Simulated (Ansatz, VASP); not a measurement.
## Be72H143 (V_H1): VASP beside Ansatz

Wanted: the spread between two codes on one cell, functional and k mesh. The cell is taken from a series of runs on this material, whose earlier steps may have relaxed, scaled, displaced or heated it; both programs get it as it stands.

Program: Ansatz 0.2.0. Level of theory: plane waves, with VASP 6.6.1 beside it; single point at PBEsol. Results are calculated unless marked as measured.

## (1) Starting point

The cell holds 215 atoms: 72 Be and 143 H. Its edges and angles: a = 11.980 Å, b = 12.225 Å, c = 12.225 Å, α = 76.1°, β = 70.9°, γ = 70.9°. It derives from BeH2 (BeH2 (Ibam)). Nearest the centre at fractional (0.610, 0.532, 0.378): H126 at 2.12 Å, H146 at 2.25 Å, H155 at 2.39 Å, H174 at 2.43 Å, H173 at 2.50 Å, H203 at 2.50 Å, H136 at 2.51 Å, H200 at 2.55 Å. The cell carries charge +1.

## (2) VASP: single point, PBEsol

With cell and atoms fixed, the geometry can't cause a difference; cores, projectors, grids and the points listed under the comparison can.

Lines of VASP's logs that name or quote its potential files are left out, and so is its time.

The input, INCAR:

```
SYSTEM = Be72H143
PREC = Accurate
ENCUT = 520
EDIFF = 1E-06
NELM = 120
ISMEAR = -1
SIGMA = 0.01
LREAL = Auto
ALGO = Normal
GGA = PS
NELECT = 286
NBANDS = 293
LORBIT = 11
LWAVE = .FALSE.
LCHARG = .FALSE.
ISIF = 2
LASPH = .TRUE.
GGA_COMPAT = .FALSE.
EFERMI = MIDGAP
```

The input, POSCAR:

```
Be72H143
1.0
   11.9799784523      0.0000000000      0.0000000000
    3.9933261508     -8.7573595481      7.5377721599
    3.9933261508     -8.7573595481     -7.5377721599
Be H
72 143
Direct
    0.1724316504      0.1210622848      0.3726960326
    0.1678121916      0.3732088897      0.1254312394
[... 24 atom lines left out ...]
    0.5992125267      0.2956467306      0.4261596235
[... 1 atom line left out ...]
    0.4703150949      0.3544475109      0.3225584318
[... 2 atom lines left out ...]
    0.4973762208      0.3679154336      0.6228794591
[... 4 atom lines left out ...]
    0.4088625260      0.7313582505      0.3704073896
[... 2 atom lines left out ...]
    0.5164958231      0.6715924254      0.1637877793
    0.5078193280      0.8520220010      0.3273991290
[... 4 atom lines left out ...]
    0.5170927709      0.6671225957      0.6637383782
[... 1 atom line left out ...]
    0.4001357825      0.5884142854      0.5884207917
[... 1 atom line left out ...]
    0.8358733740      0.3728142826      0.1235004489
    0.9269704540      0.4143923048      0.4153801932
[... 1 atom line left out ...]
    0.8259491777      0.3261346230      0.3309740979
[... 7 atom lines left out ...]
    0.8309105522      0.6241290832      0.3739972064
[... 2 atom lines left out ...]
    0.8491739046      0.6658426723      0.1659195613
[... 1 atom line left out ...]
    0.7380318598      0.5828851126      0.0848751977
[... 5 atom lines left out ...]
    0.7378002311      0.5824470788      0.5829655556
[... 33 atom lines left out ...]
    0.2753280603      0.5310082848      0.3779119261
[... 14 atom lines left out ...]
    0.5527514022      0.3624368554      0.2089702315
    0.5495072213      0.2477234286      0.3930592550
[... 3 atom lines left out ...]
    0.4964336537      0.4297663232      0.3810962457
[... 6 atom lines left out ...]
    0.5498613313      0.3712762369      0.7106561328
[... 1 atom line left out ...]
    0.3993355256      0.4679916873      0.5960125813
    0.6103311576      0.3490015003      0.5254240784
[... 8 atom lines left out ...]
    0.5598849864      0.8784387428      0.2069869088
    0.5434149909      0.7277854088      0.3752011543
[... 2 atom lines left out ...]
    0.6402914527      0.6582777644      0.1617604316
[... 1 atom line left out ...]
    0.3779469110      0.8219756094      0.3527096595
    0.5163057585      0.5889721372      0.0979097260
    0.3703074231      0.6344937919      0.4773656070
    0.4521794600      0.7869883936      0.1240452263
    0.4509425735      0.6366950655      0.2841670938
[... 4 atom lines left out ...]
    0.6406196985      0.6594924016      0.6575321120
[... 2 atom lines left out ...]
    0.5186862335      0.5924245318      0.5865911330
[... 4 atom lines left out ...]
    0.8894858215      0.3667644285      0.2151205443
    0.8937264847      0.2116209069      0.3688525771
    0.7245275836      0.4660056889      0.1251518086
[... 2 atom lines left out ...]
    0.8126324011      0.4051645133      0.4076733671
    0.7045212930      0.3375993501      0.3224884257
[... 7 atom lines left out ...]
    0.7219516814      0.4666035097      0.6209713439
[... 7 atom lines left out ...]
    0.7834357657      0.2807908913      0.6275453917
[... 7 atom lines left out ...]
    0.6892992524      0.8515010635      0.3363262268
    0.8532248240      0.5898668827      0.0906480960
    0.7213771600      0.6192882962      0.4670141658
    0.9411016884      0.5308052045      0.3746814295
    0.7836095903      0.7826645947      0.1276343133
    0.7780738500      0.6315068108      0.2819697647
[... 11 atom lines left out ...]
    0.7811605615      0.6274583433      0.7829118139
```

The input, KPOINTS:

```
Automatic mesh
0
Gamma
1 1 1
0 0 0
```

PAW data sets: Be and H (PBE family, release 64).

On the command line:

```bash
> export OMP_NUM_THREADS=3
> mpirun -np 1 vasp_gam
```

Numbers of over 12 decimals in the logs are rounded to 6 here.

Output:

```text
[banner, memory and clock lines left out]
running    1 mpi-ranks, on    1 nodes
[...]
Offloading initialized ...    1 GPUs detected
[...]
|                                                                             |
|               ----> ADVICE to this user running VASP <----                  |
|                                                                             |
|     You enforced a specific xc type in the INCAR file but a different       |
|     [... a line on the potential file left out ...]
|     I HOPE YOU KNOW WHAT YOU ARE DOING!                                     |
|                                                                             |

 LDA part: xc-table for (Slater+PW92), standard interpolation
 POSCAR, INCAR and KPOINTS ok, starting setup
[...]
entering main loop
       N       E                     dE             d eps       ncg     rms          rms(c)
DAV:   1     0.981812034784E+03    0.98181E+03   -0.11884E+05   586   0.860E+02
DAV:   2    -0.584131431691E+03   -0.15659E+04   -0.13002E+04   860   0.182E+02
DAV:   3    -0.795921654898E+03   -0.21179E+03   -0.20769E+03   748   0.583E+01
DAV:   4    -0.800466661530E+03   -0.45450E+01   -0.45337E+01   748   0.917E+00
DAV:   5    -0.800491970327E+03   -0.25309E-01   -0.25302E-01   756   0.768E-01BRMIX: very serious problems
 the old and the new charge density differ
 old charge density:   287.00000 new  286.00000
    0.363E+01
DAV:   6    -0.774254686728E+03    0.26237E+02   -0.90022E+00   676   0.375E+00    0.204E+01
DAV:   7    -0.762385906430E+03    0.11869E+02   -0.18274E+01   660   0.565E+00    0.215E+00
DAV:   8    -0.762614084417E+03   -0.22818E+00   -0.11790E+00   724   0.145E+00    0.825E-01
DAV:   9    -0.762611799633E+03    0.22848E-02   -0.83245E-02   724   0.397E-01    0.384E-01
[...]
DAV:  14    -0.762616185244E+03   -0.35608E-05   -0.25390E-05   740   0.824E-03    0.309E-03
DAV:  15    -0.762616186418E+03   -0.11744E-05   -0.63917E-06   644   0.386E-03    0.233E-03
DAV:  16    -0.762616186334E+03    0.84299E-07   -0.93982E-07   492   0.138E-03
   1 F= -.76261619E+03 E0= -.76261619E+03  d E =0.000000E+00
```

From OUTCAR (step 2):

```text
  FREE ENERGIE OF THE ION-ELECTRON SYSTEM (eV)
  ---------------------------------------------------
  free  energy   TOTEN  =      -762.6161863339 eV

  energy  without entropy=     -762.6161863339  energy(sigma->0) =     -762.61618633
```

The run ends at a pressure of -0.15 GPa, with forces up to 12 eV/Å.

(Continued in part 2 of 2.)

[Lines on the potential files, build, host, timing and source positions are cut from VASP's logs without a mark.]

[Logs are printed without paths, hosts, clocks, repeated set-up lines and the standing remarks that a program may print on its own settings, such as how far it seeks lower states.]

[Hosts, paths, dates, database ids (printed as entryN), source tags and the programs' standing remarks are cut or masked in the printed files.]
